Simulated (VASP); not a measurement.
## Quasiparticle energies of GaN in VASP

Aim: the quasiparticle gap of GaN, and what it costs to get it. The cell is of the zinc-blende type, one of the forms listed for this formula. The start is a computed cell from the Materials Project.

Program: VASP 6.6.1. Level of theory: PBE; plane waves and PAW (Ga_d_GW, N_GW), in the first sound run; inputs show where later runs differ. Results are calculated unless marked as measured.

### 1. Starting point

The structure is cubic, space group F-43m (No. 216). Conventional cell: a = 4.507 Å, b = 4.507 Å, c = 4.507 Å, α = 90.00°, β = 90.00°, γ = 90.00°. Nearest to Ga lie 4 N at 1.95 Å. N has 4 Ga at 1.95 Å nearest. Farther neighbours and most contacts between anions are not listed.

Structure file:

```xyz
2
Lattice="0.0000 2.2535 2.2535 2.2535 0.0000 2.2535 2.2535 2.2535 0.0000" Properties=species:S:1:pos:R:3 pbc="T T T"
Ga    0.0000    0.0000    0.0000
N     1.1268    1.1268    1.1268
```

### 2. Empty bands

ALGO = Exact makes the empty bands from the converged ground state in one step. LOPTICS writes the k-derivatives of the orbitals (WAVEDER), which give the long-wavelength limit of the screening.

INCAR

```
SYSTEM = GaN
PREC = Accurate
ENCUT = 450
ISMEAR = 0
SIGMA = 0.01
LREAL = .FALSE.
GGA = PE
NBANDS = 40
ALGO = Exact
NELM = 1
LWAVE = .TRUE.
LCHARG = .FALSE.
LOPTICS = .TRUE.
NEDOS = 1000
CSHIFT = 0.1
```

POSCAR

```
GaN
1.0
    0.0000000000      2.2535006075      2.2535006075
    2.2535006075      0.0000000000      2.2535006075
    2.2535006075      2.2535006075      0.0000000000
Ga N
1 1
Direct
    0.0000000000      0.0000000000      0.0000000000
    0.2500000000      0.2500000000      0.2500000000
```

KPOINTS

```
Automatic mesh
0
Gamma
4 4 4
0 0 0
```

Potentials, in the order of the species: Ga_d_GW and N_GW (PBE family, release 64).

On the command line:

```sh
> mpirun -np 8 vasp_std
```

The program printed:

```text
[banner, memory and clock lines left out]
running    8 mpi-ranks, on    1 nodes
 distrk:  each k-point on    8 cores,    1 groups
 distr:  one band on    1 cores,    8 groups

 POSCAR found type information on POSCAR GaN
 POSCAR found :  2 types and       2 ions
|                                                                             |
|           W    W    AA    RRRRR   N    N  II  N    N   GGGG   !!!           |
|           W    W   A  A   R    R  NN   N  II  NN   N  G    G  !!!           |
|           W    W  A    A  R    R  N N  N  II  N N  N  G       !!!           |
|           W WW W  AAAAAA  RRRRR   N  N N  II  N  N N  G  GGG   !            |
|           WW  WW  A    A  R   R   N   NN  II  N   NN  G    G                |
|           W    W  A    A  R    R  N    N  II  N    N   GGGG   !!!           |
|                                                                             |
|     For optimal performance we recommend to set                             |
|       NCORE = 2 up to number-of-cores-per-socket                            |
|     NCORE specifies how many cores store one orbital (NPAR=cpu/NCORE).      |
|     This setting can greatly improve the performance of VASP for DFT.       |
|     The default, NCORE=1 might be grossly inefficient on modern             |
|     multi-core architectures or massively parallel machines. Do your        |
|     Unfortunately you need to use the default for GW and RPA                |
|     calculations (for HF NCORE is supported but not extensively tested      |
|     yet).                                                                   |
|                                                                             |

 LDA part: xc-table for (Slater+PW92), standard interpolation
 found WAVECAR, reading the header
  number of bands has changed, file:    15 present:    40
  trying to continue reading WAVECAR, but it might fail
 POSCAR, INCAR and KPOINTS ok, starting setup
 FFT: planning ... GRIDC
 FFT: planning ... GRID_SOFT
 FFT: planning ... GRID
 reading WAVECAR
 random initialization beyond band           15
 the WAVECAR file was read successfully
 initial charge from wavefunction
 entering main loop
       N       E                     dE             d eps       ncg     rms          rms(c)
DIA:   1    -0.120669973523E+02   -0.12067E+02    0.00000E+00     0   0.000E+00
   1 F= -.12066997E+02 E0= -.12066997E+02  d E =-.421083E-11
 writing wavefunctions
 optical routines
 imaginary and real dielectric function
 recalculating local potential from charge density
 direction            1
 direction            2
 direction            3
```

Elapsed: 2 s, on 8 MPI ranks of AMD EPYC 7R43, shared host; peak memory 0.68 GiB; 11 s of CPU time.

The logs omit lines about the potential files and the build; timing stands in the text.

OUTCAR, selected parts (step 2):

```text
ion  position               nearest neighbor table
   1  0.000  0.000  0.000-   2 1.95   2 1.95   2 1.95   2 1.95
   2  0.250  0.250  0.250-   1 1.95   1 1.95   1 1.95   1 1.95

  LATTYP: Found a face centered cubic cell.
 ALAT       =     4.5070012150

 Subroutine GETGRP returns: Found 24 space group operations
 (whereof 24 operations were pure point group operations)

The static configuration has the point symmetry T_d .

 Found      8 irreducible k-points:

   k-points           NKPTS =      8   k-points in BZ     NKDIM =      8   number of bands    NBANDS=     40

   dimension x,y,z NGX =    24 NGY =   24 NGZ =   24
   dimension x,y,z NGXF=    48 NGYF=   48 NGZF=   48

   ENCUT  =  450.0 eV  33.07 Ry    5.75 a.u.   5.51  5.51  5.51*2*pi/ulx,y,z

   NELECT =      18.0000    total number of electrons

 k-points in reciprocal lattice and weights: Automatic mesh
   0.00000000  0.00000000  0.00000000       0.016
   0.25000000  0.00000000  0.00000000       0.125
   0.50000000  0.00000000  0.00000000       0.062
   0.25000000  0.25000000  0.00000000       0.094
   0.50000000  0.25000000  0.00000000       0.375
  -0.25000000  0.25000000  0.00000000       0.188
   0.50000000  0.50000000  0.00000000       0.047
  -0.25000000  0.50000000  0.25000000       0.094

 average (electrostatic) potential at core
       1 -63.7305       2 -61.3268

 E-fermi :   5.1830

 k-point     1 :       0.0000    0.0000    0.0000
  band No.  band energies     occupation
    ...
      5      -8.0792      2.00000
      6      -8.0792      2.00000
      7       5.1406      2.00000
      8       5.1406      2.00000
      9       5.1406      2.00000
     10       6.8453      0.00000
     11      15.3934      0.00000
     12      15.3934      0.00000
     13      15.3934      0.00000
     14      22.7284      0.00000
    ...

 k-point     2 :       0.2500    0.0000    0.0000
  band No.  band energies     occupation
    ...
      5      -8.0743      2.00000
      6      -8.0177      2.00000
      7       1.2679      2.00000
      8       4.6193      2.00000
      9       4.6193      2.00000
     10       9.1848      0.00000
     11      13.8967      0.00000
     12      15.8510      0.00000
     13      15.8510      0.00000
     14      21.1041      0.00000
    ...

 k-point     3 :       0.5000    0.0000    0.0000
  band No.  band energies     occupation
    ...
      5      -8.0321      2.00000
      6      -6.8008      2.00000
      7      -1.9214      2.00000
      8       4.1709      2.00000
      9       4.1709      2.00000
     10       9.7499      0.00000
     11      13.8566      0.00000
     12      15.4497      0.00000
     13      15.4497      0.00000
     14      20.7385      0.00000
    ...

  Total        0.4985479      0.4985479      0.4985479      0.0000000      0.0000000      0.0000000
  in kB       34.8991170     34.8991170     34.8991170      0.0000000      0.0000000      0.0000000
  external PRESSURE =      34.8991170 kB  Pullay stress =       0.0000000 kB

  energy-cutoff  :      450.00
  volume of cell :       22.89
      direct lattice vectors                 reciprocal lattice vectors
     0.000000000  2.253500607  2.253500607    -0.221877020  0.221877020  0.221877020
     2.253500607  0.000000000  2.253500607     0.221877020 -0.221877020  0.221877020
     2.253500607  2.253500607  0.000000000     0.221877020  0.221877020 -0.221877020

 POSITION                                       TOTAL-FORCE (eV/Angst)
 -----------------------------------------------------------------------------------
      0.00000      0.00000      0.00000         0.000000      0.000000      0.000000
      1.12675      1.12675      1.12675        -0.000000     -0.000000     -0.000000
 -----------------------------------------------------------------------------------
    total drift:                                0.000016      0.000016      0.000016

  FREE ENERGIE OF THE ION-ELECTRON SYSTEM (eV)
  ---------------------------------------------------
  free  energy   TOTEN  =       -12.0669973523 eV

  energy  without entropy=      -12.0669973523  energy(sigma->0) =      -12.06699735

 plasma frequency squared (from intraband transitions) (eV^2)
  --------------------------------------------------------------------------------------
       0.000       0.000       0.000
       0.000       0.000      -0.000
       0.000      -0.000       0.000

[... 3 further parts left out ...]
```

The gap is read on the k-mesh alone, so it is an upper bound where the band edges lie off the mesh.

A gap read on the k-mesh alone can miss the band edges.

Numbers from this step:

```yaml
gap_on_the_k_mesh: 1.705 eV
least_direct_gap_on_the_k_mesh: 1.705 eV
```

WAVECAR now holds 40 bands for 18 electrons. Its independent-particle dielectric tensor has xx, yy, zz = 10.4, 10.4, 10.4 on this mesh, which isn't tested for convergence in mesh or bands and lacks local fields.

### 3. G0W0, ENCUTGW 80, bands in the sums 40

This step: G0W0 on PBE; plane waves and PAW (Ga_d_GW, N_GW) (VASP 6.6.1).

G0W0 keeps orbitals and screening fixed and shifts each of the lowest NBANDSGW levels once.

INCAR

```
SYSTEM = GaN
PREC = Accurate
ENCUT = 450
ISMEAR = 0
SIGMA = 0.01
LREAL = .FALSE.
GGA = PE
NBANDS = 40
ALGO = EVGW0
NELMGW = 1
ENCUTGW = 80
NOMEGA = 64
PRECFOCK = Fast
NBANDSGW = 24
LWAVE = .FALSE.
LCHARG = .FALSE.
```

POSCAR is that of step 2.

KPOINTS is that of step 2.

On the command line:

```sh
> mpirun -np 8 vasp_std
```

The program printed:

```text
[banner, memory and clock lines left out]
running    8 mpi-ranks, on    1 nodes
 distrk:  each k-point on    8 cores,    1 groups
 distr:  one band on    1 cores,    8 groups

 POSCAR found type information on POSCAR GaN
 POSCAR found :  2 types and       2 ions
 [... a notice as in an earlier step ...]

|                                                                             |
|           W    W    AA    RRRRR   N    N  II  N    N   GGGG   !!!           |
|           W    W   A  A   R    R  NN   N  II  NN   N  G    G  !!!           |
|           W    W  A    A  R    R  N N  N  II  N N  N  G       !!!           |
|           W WW W  AAAAAA  RRRRR   N  N N  II  N  N N  G  GGG   !            |
|           WW  WW  A    A  R   R   N   NN  II  N   NN  G    G                |
|           W    W  A    A  R    R  N    N  II  N    N   GGGG   !!!           |
|                                                                             |
|     The default for ENCUTGWSOFT is different in this version of VASP.       |
|     please manually set ENCUTGWSOFT =80 in the INCAR file.                  |
|                                                                             |

 LDA part: xc-table for (Slater+PW92), standard interpolation
 found WAVECAR, reading the header
 POSCAR, INCAR and KPOINTS ok, starting setup
 FFT: planning ... GRIDC
 FFT: planning ... GRID_SOFT
 FFT: planning ... GRID
 reading WAVECAR
 the WAVECAR file was read successfully
 initial charge from wavefunction
 available memory per node:     86.61 GB, setting MAXMEM to     88686

 The Fermi energy was updated, please check that it is located mid-gap
 values below the HOMO (VB) or above the LUMO (CB) will cause erroneous energies
 E-fermi :   5.9930

 calculate exact exchange contribution
 the WAVEDER file was read successfully
energies w=
    0.000    0.000    0.557    0.000    1.114    0.000    1.667    0.000
    2.217    0.000    2.763    0.000    3.302    0.000    3.836    0.000
    4.363    0.000    4.883    0.000    5.395    0.000    5.901    0.000
    6.400    0.000    6.891    0.000    7.377    0.000    7.857    0.000
    8.332    0.000    8.803    0.000    9.270    0.000    9.735    0.000
   10.198    0.000   10.660    0.000   11.122    0.000   11.586    0.000
   12.052    0.000   12.522    0.000   12.997    0.000   13.479    0.000
   13.968    0.000   14.466    0.000   14.976    0.000   15.499    0.000
   16.037    0.000   16.592    0.000   17.168    0.000   17.766    0.000
   18.390    0.000   19.044    0.000   19.732    0.000   20.458    0.000
   21.229    0.000   22.050    0.000   22.930    0.000   23.876    0.000
   24.901    0.000   26.016    0.000   27.237    0.000   28.582    0.000
   30.075    0.000   31.746    0.000   33.630    0.000   35.775    0.000
   38.242    0.000   41.112    0.000   44.497    0.000   48.550    0.000
   53.490    0.000   59.645    0.000   67.520    0.000   77.947    0.000
   92.383    0.000  113.658    0.000  148.065    0.000  213.010    0.000
 responsefunction array rank=      48
 LDA part: xc-table for (Slater+PW92), standard interpolation

 min. memory requirement per mpi rank     56.5 MB, per node    451.6 MB

 allocating   8 responsefunctions rank=    48
 shmem allocating  64 responsefunctions rank=    48
 response function shared by NCSHMEM nodes    1
 Doing            8  frequencies on each core in blocks of           64
NQ=   1    0.0000    0.0000    0.0000,
|.........|.........|.........|.........|.........|.........|.........|.........
 performed         51000 updates of chi_q(r,r)
 total number of BLAS operations          0.30 Gflops
NQ=   2    0.2500    0.0000    0.0000,
|.........|.........|.........|.........|.........|.........|.........|.........
 performed        155000 updates of chi_q(r,r)
 total number of BLAS operations          1.64 Gflops
NQ=   3    0.5000    0.0000    0.0000,
|.........|.........|.........|.........|.........|.........|.........|.........
 performed        244000 updates of chi_q(r,r)
 total number of BLAS operations          2.78 Gflops
NQ=   4    0.2500    0.2500    0.0000,
|.........|.........|.........|.........|.........|.........|.........|.........
 performed        348000 updates of chi_q(r,r)
 total number of BLAS operations          4.34 Gflops
NQ=   5    0.5000    0.2500    0.0000,
|.........|.........|.........|.........|.........|.........|.........|.........
 performed        495000 updates of chi_q(r,r)
 total number of BLAS operations          5.95 Gflops
NQ=   6   -0.2500    0.2500    0.0000,
|.........|.........|.........|.........|.........|.........|.........|.........
 performed        626000 updates of chi_q(r,r)
 total number of BLAS operations          7.47 Gflops
NQ=   7    0.5000    0.5000    0.0000,
|.........|.........|.........|.........|.........|.........|.........|.........
 performed        703000 updates of chi_q(r,r)
 total number of BLAS operations          8.47 Gflops
NQ=   8   -0.2500    0.5000    0.2500,
|.........|.........|.........|.........|.........|.........|.........|.........
 performed        803000 updates of chi_q(r,r)
 total number of BLAS operations          9.29 Gflops
 resolving degeneracies of screened two electron integrals

 calculate QP shifts <psi_nk| G(iteration)W_0 |psi_nk>: iteration 1
 entering main loop
```

The job ended after 9.2 s (8 MPI ranks; peak memory 0.79 GiB; 68 s of CPU time).

OUTCAR, selected parts (step 3):

```text
The static configuration has the point symmetry T_d .

 Found      8 irreducible k-points:

   k-points           NKPTS =      8   k-points in BZ     NKDIM =     64   number of bands    NBANDS=     40

   NELECT =      18.0000    total number of electrons

 E-fermi :   5.9930

 QP shifts <psi_nk| G(iteration)W_0 |psi_nk>: iteration 1
 for sc-GW calculations column KS-energies equals QP-energies in previous step
 and V_xc(KS)=  KS-energies - (<T + V_ion + V_H > + <T+V_H+V_ion>^1  + <V_x>^1)
 k-point   1 :       0.0000    0.0000    0.0000
  band No.  KS-energies  QP-energies   sigma(KS)   V_xc(KS)     V^pw_x(r,r')   Z            occupation Imag(sigma)
    ...
      6      -8.0792     -11.6753     -26.7725     -21.8068     -35.1914       0.7242       2.0000       0.1537
      7       5.1406       4.9819     -17.9396     -17.7294     -21.5295       0.7550       2.0000       0.0788
      8       5.1406       4.9819     -17.9396     -17.7294     -21.5295       0.7550       2.0000       0.0788
      9       5.1406       4.9819     -17.9396     -17.7294     -21.5295       0.7550       2.0000       0.0788
     10       6.8453       7.6280     -12.3496     -13.3575      -8.7499       0.7766       0.0000      -0.0678
     11      15.3934      16.3394     -10.1971     -11.4239      -5.3195       0.7711       0.0000      -0.1138
     12      15.3934      16.3394     -10.1971     -11.4239      -5.3195       0.7711       0.0000      -0.1138
     13      15.3934      16.3394     -10.1971     -11.4239      -5.3195       0.7711       0.0000      -0.1138
    ...

 k-point   2 :       0.2500    0.0000    0.0000
  band No.  KS-energies  QP-energies   sigma(KS)   V_xc(KS)     V^pw_x(r,r')   Z            occupation Imag(sigma)
    ...
      6      -8.0177     -11.0952     -24.7193     -20.4368     -33.0106       0.7186       2.0000       0.3053
      7       1.2679       0.7006     -15.9262     -15.1516     -19.9361       0.7325       2.0000       0.1211
      8       4.6193       4.4073     -17.5034     -17.2217     -21.1445       0.7526       2.0000       0.0819
      9       4.6193       4.4073     -17.5034     -17.2217     -21.1445       0.7526       2.0000       0.0819
     10       9.1848      10.1394     -12.4450     -13.6880      -8.5462       0.7679       0.0000      -0.0769
     11      13.8967      14.9428     -11.4396     -12.8257      -6.6529       0.7547       0.0000      -0.1158
     12      15.8510      16.7773     -10.4484     -11.6619      -5.4303       0.7633       0.0000      -0.1357
     13      15.8510      16.7773     -10.4484     -11.6619      -5.4303       0.7633       0.0000      -0.1357
    ...

 k-point   3 :       0.5000    0.0000    0.0000
  band No.  KS-energies  QP-energies   sigma(KS)   V_xc(KS)     V^pw_x(r,r')   Z            occupation Imag(sigma)
    ...
      6      -6.8008      -9.2621     -23.3419     -19.9090     -31.4122       0.7170       2.0000       0.3867
      7      -1.9214      -2.5584     -13.8697     -12.9728     -18.6141       0.7102       2.0000       0.2659
      8       4.1709       3.9210     -17.1826     -16.8498     -20.8972       0.7513       2.0000       0.0861
      9       4.1709       3.9210     -17.1826     -16.8498     -20.8972       0.7513       2.0000       0.0861
     10       9.7499      10.6658     -11.3818     -12.5594      -7.2095       0.7777       0.0000      -0.0785
     11      13.8566      14.9216     -12.6353     -14.0994      -7.5298       0.7274       0.0000      -0.1413
     12      15.4497      16.2403     -10.3420     -11.3706      -5.4401       0.7687       0.0000      -0.1287
     13      15.4497      16.2403     -10.3420     -11.3706      -5.4401       0.7687       0.0000      -0.1287
    ...

[... 7 parts as in an earlier step ...]

[... 5 further parts left out ...]
```

This step gave:

| Item | Value |
| --- | --- |
| quasiparticle gap on the mesh | 2.646 eV |
| smallest direct quasiparticle gap on the mesh | 2.646 eV |
| gap of the starting orbitals on the mesh | 1.705 eV |

GW takes the gap from 1.705 to 2.646 eV. Spin-orbit coupling is left out. The value holds for 40 bands, ENCUTGW = 80 eV and this mesh, and isn't shown to be converged in them.

(Part 1 of 4 ends here.)

[Lines on the potential files, build, host, timing and source positions are cut from VASP's logs without a mark.]

[Logs are printed without paths, hosts, clocks, repeated set-up lines and the standing remarks that a program may print on its own settings, such as how far it seeks lower states.]

[Hosts, paths, dates, database ids (printed as entryN), source tags and the programs' standing remarks are cut or masked in the printed files.]

[Pressures printed for these runs are not shown converged in the cutoff: they can be off by several GPa and have the wrong sign.]
